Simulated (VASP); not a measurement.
Here is a VASP 6.6.1 calculation.

The input INCAR:

```
  PREC = Accurate
  ENCUT = 520
  EDIFF = 1E-6
  ISMEAR = 0
  SIGMA = 0.1
  LREAL = F
  LASPH = T
  NELM = 100
  ALGO = Fast
  ISIF = 2
  LWAVE = F
  LCHARG = T
  GGA = PE
  LELF = T
  LVHAR = T
  NBANDS = 28
```

KPOINTS

```
Automatic mesh
0
Gamma
  4 4 4
```

File POSCAR:

```
K3Ge
1.0
    0.0000000000      4.3110110000      4.3110110000
    4.3110110000      0.0000000000      4.3110110000
    4.3110110000      4.3110110000      0.0000000000
K Ge
3 1
Direct
    0.2500000000      0.2500000000      0.2500000000
    0.7500000000      0.7500000000      0.7500000000
    0.5000000000      0.5000000000      0.5000000000
    0.0000000000      0.0000000000      0.0000000000
```

Potentials or basis: VASP PAW PBE potentials, release 64 (K_sv, Ge_d).

Launch:

```sh
$ cat potpaw_PBE.64/K_sv/POTCAR potpaw_PBE.64/Ge_d/POTCAR > POTCAR
$ mpirun -np 1 vasp_std > vasp.out
```

Predict the pressure.

0.0 GPa.

Estimate the band gap on the k mesh.

none (metal or under the smearing width).
